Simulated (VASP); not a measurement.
# The low-index faces of Hf, part 3 of 5

Aim: compare the low-index faces of Hf at one level of theory.

VASP 6.6.1; PBE; plane waves and PAW (Hf).

So far. Step 3 (The bulk reference, job self-consistent run, k-mesh …): The run ends at a pressure of -0.07 GPa. Step 4 (Surface relaxation, 8 atoms, face Hf(0001)): The run ended after 8 ionic steps, 0.147 eV below its first step, once the forces on the free atoms met EDIFFG = -0.03.

### 5. Potential and states of the slab, 8 atoms, face Hf(0001)

A static run writes the electrostatic potential without exchange and correlation (LVHAR), which is flat in the vacuum and gives the level to count from. The dipole correction cancels the field that unlike faces would set up across the vacuum.

Contents of INCAR:

```
SYSTEM = Hf
PREC = Normal
ENCUT = 320
EDIFF = 1E-06
NELM = 120
ISMEAR = 1
SIGMA = 0.15
LREAL = .FALSE.
ALGO = Fast
GGA = PE
NBANDS = 24
LASPH = .TRUE.
LORBIT = 11
LWAVE = .FALSE.
LCHARG = .TRUE.
KPAR = 4
IDIPOL = 3
LDIPOL = .TRUE.
DIPOL = 0.5 0.5 0.5
LVHAR = .TRUE.
LVACPOTAV = .TRUE.
NEDOS = 1500
```

Contents of POSCAR:

```
Hf
1.0
    3.1939811660      0.0000000000      0.0000000000
    1.5969905830      2.7660688290      0.0000000000
    0.0000000000      0.0000000000     32.6399052760
Hf
8
Direct
    0.6666666700      0.6666666700      0.2323586456
    0.0000000000      0.0000000000      0.3042815875
    0.6666666700      0.6666666700      0.3844900771
    0.0000000000      0.0000000000      0.4607507587
    0.6666666700      0.6666666700      0.5392492413
    0.0000000000      0.0000000000      0.6155099229
    0.6666666700      0.6666666700      0.6957184125
    0.0000000000      0.0000000000      0.7676413544
```

Contents of KPOINTS:

```
Automatic mesh
0
Gamma
12 12 1
0 0 0
```

The projector-augmented-wave data sets are Hf (PBE family, release 64).

Command:

```sh
> mpirun -np 4 vasp_std
```

Output:

```text
[... set-up lines as in an earlier step ...]
 entering main loop
       N       E                     dE             d eps       ncg     rms          rms(c)
DAV:   1     0.378857854661E+02    0.37886E+02   -0.80764E+03   912   0.685E+02
DAV:   2    -0.704781991618E+02   -0.10836E+03   -0.98722E+02  1272   0.131E+02
DAV:   3    -0.818703950428E+02   -0.11392E+02   -0.10801E+02  1320   0.398E+01
DAV:   4    -0.827240619666E+02   -0.85367E+00   -0.82358E+00  1576   0.931E+00
DAV:   5    -0.827662728361E+02   -0.42211E-01   -0.41313E-01  1496   0.203E+00    0.260E+01
RMM:   6    -0.103208880490E+03   -0.20443E+02   -0.70317E+01  1589   0.189E+01    0.166E+01
RMM:   7    -0.115163808948E+03   -0.11955E+02   -0.72347E+01  1396   0.190E+01    0.185E+01
RMM:   8    -0.798368427928E+02    0.35327E+02   -0.87049E+00  1004   0.957E+00    0.793E+00
RMM:   9    -0.783737210652E+02    0.14631E+01   -0.47591E+00  1392   0.567E+00    0.499E+00
RMM:  10    -0.784090961903E+02   -0.35375E-01   -0.18038E+00  1286   0.371E+00    0.364E+00
RMM:  11    -0.783109020861E+02    0.98194E-01   -0.68948E-01  1576   0.201E+00    0.329E+00
RMM:  12    -0.781066354067E+02    0.20427E+00   -0.12159E-01  1458   0.880E-01    0.278E+00
RMM:  13    -0.777974000665E+02    0.30924E+00   -0.64398E-01  1636   0.183E+00    0.115E+00
RMM:  14    -0.777684314046E+02    0.28969E-01   -0.10380E-01  1555   0.732E-01    0.855E-01
RMM:  15    -0.777509538043E+02    0.17478E-01   -0.37505E-02  1346   0.509E-01    0.703E-01
RMM:  16    -0.777439107150E+02    0.70431E-02   -0.36626E-02  1426   0.464E-01    0.391E-01
RMM:  17    -0.777392814142E+02    0.46293E-02   -0.19446E-02  1500   0.344E-01    0.224E-01
RMM:  18    -0.777376795995E+02    0.16018E-02   -0.72980E-03  1521   0.203E-01    0.724E-02
RMM:  19    -0.777377413028E+02   -0.61703E-04   -0.26722E-03  1529   0.120E-01    0.356E-02
RMM:  20    -0.777377377311E+02    0.35717E-05   -0.46809E-04  1464   0.568E-02    0.149E-02
RMM:  21    -0.777377588298E+02   -0.21099E-04   -0.17124E-04  1534   0.294E-02    0.991E-03
RMM:  22    -0.777377694138E+02   -0.10584E-04   -0.51689E-05  1392   0.169E-02    0.814E-03
RMM:  23    -0.777377829940E+02   -0.13580E-04   -0.16080E-05  1268   0.104E-02    0.355E-03
RMM:  24    -0.777378061401E+02   -0.23146E-04   -0.26544E-05  1330   0.105E-02    0.687E-03
RMM:  25    -0.777378111475E+02   -0.50075E-05   -0.24391E-06  1011   0.578E-03    0.430E-03
RMM:  26    -0.777378270917E+02   -0.15944E-04   -0.25549E-06   979   0.576E-03    0.196E-03
RMM:  27    -0.777378331628E+02   -0.60711E-05    0.97381E-07   812   0.391E-03    0.104E-03
RMM:  28    -0.777378380678E+02   -0.49050E-05    0.26557E-07   791   0.351E-03    0.934E-04
RMM:  29    -0.777378394814E+02   -0.14135E-05    0.78943E-07   751   0.273E-03    0.943E-04
RMM:  30    -0.777378394329E+02    0.48481E-07    0.69488E-07   681   0.190E-03
 -----------------------------------------------------------------------------
|                                                                             |
|           W    W    AA    RRRRR   N    N  II  N    N   GGGG   !!!           |
|           W    W   A  A   R    R  NN   N  II  NN   N  G    G  !!!           |
|           W    W  A    A  R    R  N N  N  II  N N  N  G       !!!           |
|           W WW W  AAAAAA  RRRRR   N  N N  II  N  N N  G  GGG   !            |
|           WW  WW  A    A  R   R   N   NN  II  N   NN  G    G                |
|           W    W  A    A  R    R  N    N  II  N    N   GGGG   !!!           |
|                                                                             |
|     Did not find any points to average over, which means that no vacuum     |
|     field-free region was found. Please increase the size of  your cell     |
|     in the dimension of the dipole correction to obtain accurate            |
|     workfunction values.                                                    |
|                                                                             |
 -----------------------------------------------------------------------------

   1 F= -.77737839E+02 E0= -.77737222E+02  d E =-.185135E-02
```

The job ended after 28 s (4 MPI ranks of Intel Xeon 6975P-C (Granite Rapids), shared host; peak memory 0.77 GiB).

OUTCAR, selected parts (step 5):

```text
   NELECT =      32.0000    total number of electrons

 dipolmoment           0.000000      0.000000     -0.000002 electrons x Angstroem

 E-fermi :   1.6621

 k-point     1 :       0.0000    0.0000    0.0000
  band No.  band energies     occupation
    ...
      6      -2.6591      2.00000
      7      -2.2442      2.00000
      8      -2.0700      2.00000
      9       1.4056      2.03623
     10       1.4300      2.05100
     11       1.7633      0.09864
     12       1.9775     -0.01131
     13       2.1955     -0.00001
     14       2.2835     -0.00000
     15       2.6514     -0.00000
    ...

  Total       -1.5100394     -1.5100394     -0.5478749      0.0000000     -0.0000000      0.0000000
  in kB       -8.3898587     -8.3898587     -3.0440220      0.0000000     -0.0000000      0.0000000
  external PRESSURE =      -6.6079131 kB  Pullay stress =       0.0000000 kB

 POSITION                                       TOTAL-FORCE (eV/Angst)
 -----------------------------------------------------------------------------------
      3.19398      1.84405      7.58416         0.000000     -0.000000      0.017316
      0.00000      0.00000      9.93172         0.000000      0.000000      0.013499
      3.19398      1.84405     12.54972        -0.000000     -0.000000     -0.016987
      0.00000      0.00000     15.03886         0.000000     -0.000000      0.011383
      3.19398      1.84405     17.60104        -0.000000      0.000000     -0.011383
      0.00000      0.00000     20.09019         0.000000      0.000000      0.016987
      3.19398      1.84405     22.70818        -0.000000      0.000000     -0.013499
      0.00000      0.00000     25.05574        -0.000000      0.000000     -0.017316
 -----------------------------------------------------------------------------------
    total drift:                                0.000000      0.000000     -0.000066

  FREE ENERGIE OF THE ION-ELECTRON SYSTEM (eV)
  ---------------------------------------------------
  free  energy   TOTEN  =       -77.7378394329 eV

  energy  without entropy=      -77.7359880807  energy(sigma->0) =      -77.73722232

 vacuum level on the upper side and lower side of the slab         6.027         6.027

[... 8 parts as in an earlier step ...]

[... 9 further parts left out ...]
```

This step gave:

```yaml
electronic_cycles: 30
dipole_moment: 0, 0, -2.00e-6 e·Å
vacuum_levels: 6.027, 6.027 eV
work_functions_of_the_upper_and_lower_face: 4.365, 4.365 eV
```

The planar average of the electrostatic potential oscillates, so the rows of the table below give means over windows of 2.49 Å about each position, cut where the curve ends. Its maxima inside the range that stand out by 2 % of the span (Å: eV): 8.7: -1.59, 11.2: -0.208, 13.8: -0.976, 16.3: -0.502, 18.8: -0.976, 21.4: -0.208, 23.9: -1.59. Its minima: 7.6: -9.56, 10.0: -9.39, 12.6: -9.42, 15.1: -9.50, 17.6: -9.50, 20.1: -9.42, 22.7: -9.39, 25.0: -9.56.

Zero at the Fermi level. Planar average of the electrostatic potential against height; means over each step:

```csv
height (Å),planar average of the electrostatic potential (eV)
1.25,4.37
3.74,4.33
6.23,-0.601
8.71,-5.85
11.21,-4.75
13.70,-5.36
16.19,-5.05
18.68,-5.37
21.17,-4.78
23.66,-5.80
26.15,-2.06
28.64,4.30
31.13,4.37
```

Density of states in the PAW spheres, an atom over height of the layer and energy from the Fermi level.

Values in states/eV, 22 rows by 8 columns, each cell a mean:
```
1.26 0.85 1.34 1.34 1.34 1.34 0.85 1.26
1.15 0.59 0.67 0.64 0.64 0.67 0.59 1.15
0.91 0.52 0.65 0.56 0.56 0.65 0.52 0.91
0.84 0.99 1.24 1.14 1.14 1.24 0.99 0.84
1.24 1.38 1.05 1.08 1.08 1.05 1.38 1.24
0.68 0.78 0.63 0.75 0.75 0.63 0.78 0.68
0.42 0.53 0.60 0.67 0.67 0.60 0.53 0.42
0.58 0.74 0.70 0.69 0.69 0.70 0.74 0.58
0.65 0.65 0.51 0.52 0.52 0.51 0.65 0.65
0.51 0.62 0.60 0.59 0.59 0.60 0.62 0.51
0.31 0.43 0.43 0.48 0.48 0.43 0.43 0.31
0.24 0.31 0.36 0.35 0.35 0.36 0.31 0.24
0.19 0.18 0.16 0.20 0.20 0.16 0.18 0.19
0.12 0.15 0.18 0.14 0.14 0.18 0.15 0.12
0.12 0.13 0.13 0.17 0.17 0.13 0.13 0.12
0.08 0.11 0.10 0.08 0.08 0.10 0.11 0.08
0.06 0.08 0.08 0.11 0.11 0.08 0.08 0.06
0.05 0.08 0.06 0.05 0.05 0.06 0.08 0.05
0.02 0.05 0.06 0.06 0.06 0.06 0.05 0.02
0.01 0.01 0.03 0.04 0.04 0.03 0.01 0.01
0.00 0.00 0.00 0.00 0.00 0.00 0.00 0.00
0.00 0.00 0.00 0.00 0.00 0.00 0.00 0.00
```
Columns: height of the layer (Å) from 7.6 to 25.1 (not evenly spaced); rows upwards: energy from the Fermi level (eV) from -7.9 to 0.5.

Valence density in the ca plane at fractional y = 0.000, with atoms of Hf within 0.2 Å of it. It is the smooth field of the valence electrons, not physical close to the nuclei.

Ten even steps from '0' (0.00 e/Å³) to '9' (0.28 e/Å³), each cell a mean:
```
77666766677777776677666778887459842100000000
66777656667666667765555677777777532100000000
56666555566655566655555666666766431100000000
56665555567655566655555676666665431100000000
56665555566655566655555666666665431100000000
56776555666666567765555667667776532100000000
67677666677766666776656677777668732100000000
78666876677777876678666778886359842100000000
```
Columns run along c (16.0 Å, from fractional 0.43 to 0.92 of the cell), rows up along a (3.2 Å). Atoms in or near the plane, at fractional coordinates: Hf at (0.46, 0.00), Hf at (0.62, 0.00), Hf at (0.77, 0.00).

The map of layer states is cut here 0.5 eV above the Fermi level, so it leaves out the states above that.

The vacuum level lies 4.36 eV above the Fermi level at the upper face; both faces agree, as the slab has next to no dipole.

The program found no field-free point at its default tolerance, but its printed level agrees with the flat part of the planar average.

On this mesh the fine structure of the density of states is sampling noise, and high empty states may be cut by the number of bands.

[end of part 3 of 5]

[Lines on the potential files, build, host, timing and source positions are cut from VASP's logs without a mark.]

[Logs are printed without paths, hosts, clocks, repeated set-up lines and the standing remarks that a program may print on its own settings, such as how far it seeks lower states.]

[Hosts, paths, dates, database ids (printed as entryN), source tags and the programs' standing remarks are cut or masked in the printed files.]

[Runs that stopped without an error message from VASP are left out.]
